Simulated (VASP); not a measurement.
Crystal: CdTe.

```
Cd Te
1.0
     0.00000    3.20500    3.20500
     3.20500    0.00000    3.20500
     3.20500    3.20500    0.00000
Cd Te
1 1
Direct
  0.00000 0.00000 0.00000
  0.25000 0.25000 0.25000
```

| Quantity | Value |
| --- | --- |
| Program | VASP 6.6.1 |
| Task | relaxation of cell and atoms |
| Functional | PBE |
| Potentials or basis | VASP PAW PBE potentials, release 64 (Cd, Te) |
| Cutoff | 520 eV |
| k mesh | 8 × 8 × 8 |
| Occupations | gaussian, width 0.02 eV |
| Spin | non-collinear spin, zero start, spin-orbit coupling |
| Starting moments | [[0.0, 0.0, 0.0], [0.0, 0.0, 0.0]] μB |

At the start: pressure 4.4 GPa; volume 32.92 Å³/atom.

How do energy, volume and symmetry change on relaxing?

Over 5 steps the energy falls by 43.5 meV/atom and the volume is 36.38 Å³/atom (+10.5 %); space group F-43m (No. 216, to 0.05 Å); moment 0.00 μB per cell.

The path:
| step | energy change (eV) | largest force (eV/Å) | pressure (GPa) | volume (Å³) |
| --- | --- | --- | --- | --- |
| 1 | 0.0000 | 0.0000 | 4.43 | 65.84 |
| 2 | -0.0805 | 0.0000 | -0.95 | 74.89 |
| 3 | -0.0870 | 0.0000 | 0.02 | 72.73 |
| 4 | -0.0870 | 0.0000 | -0.05 | 72.87 |
| 5 | -0.0870 | 0.0000 | 0.01 | 72.76 |

Final structure:
```cif
data_structure
_symmetry_space_group_name_H-M 'P 1'
_symmetry_Int_Tables_number 1
_cell_length_a 4.6860
_cell_length_b 4.6860
_cell_length_c 4.6860
_cell_angle_alpha 60.000
_cell_angle_beta 60.000
_cell_angle_gamma 60.000
_cell_volume 72.76
loop_
_atom_site_label
_atom_site_type_symbol
_atom_site_fract_x
_atom_site_fract_y
_atom_site_fract_z
_atom_site_occupancy
Cd1 Cd 0.00000 0.00000 0.00000 1
Te1 Te 0.25000 0.25000 0.25000 1
```

Caveat: the volume moved by +11 % from the deposited cell, more than functionals usually miss.
